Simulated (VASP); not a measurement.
Input of a VASP 6.6.1 run:

INCAR

```
SYSTEM = Ga2AsN
PREC = Accurate ; ENCUT = 520
EDIFF = 1E-7 ; ISMEAR = -1
SIGMA = 0.02 ; LREAL = .False.
LASPH = .True. ; NELM = 100
ALGO = Normal ; ISIF = 2
LWAVE = .False. ; LCHARG = .True.
GGA = PE ; LELF = .True.
LVHAR = .True. ; NBANDS = 26
```

File KPOINTS:

```
Automatic mesh
0
Gamma
  8 8 6
  0 0 0
```

File POSCAR:

```
Ga2AsN
1.0
    3.7127713437      0.0000000000      0.0000000000
    0.0000000000      3.7127713437      0.0000000000
    0.0000000000      0.0000000000      4.9127607697
N Ga As
1 2 1
Direct
    0.0000000000      0.0000000000      0.0000000000
    0.0000000000      0.5000000000      0.8031640369
    0.5000000000      0.0000000000      0.1968359631
    0.5000000000      0.5000000000      0.5000000000
```

Potentials or basis: VASP PAW PBE potentials, release 64 (N, Ga_d, As).

Launch:

```bash
$ cat potpaw_PBE.64/N/POTCAR potpaw_PBE.64/Ga_d/POTCAR potpaw_PBE.64/As/POTCAR > POTCAR
$ mpirun -np 1 vasp_std > vasp.out
```

What does it give for the pressure?

0.9 GPa.

What does it give for the largest force?

0.088 eV/Å.

Predict the band gap on the k mesh.

none (metal or under the smearing width).

Forces on the atoms (eV/Å):
```
N    0.000  0.000  0.000
Ga   0.000  0.000  0.088
Ga   0.000  0.000 -0.088
As   0.000  0.000  0.000
```
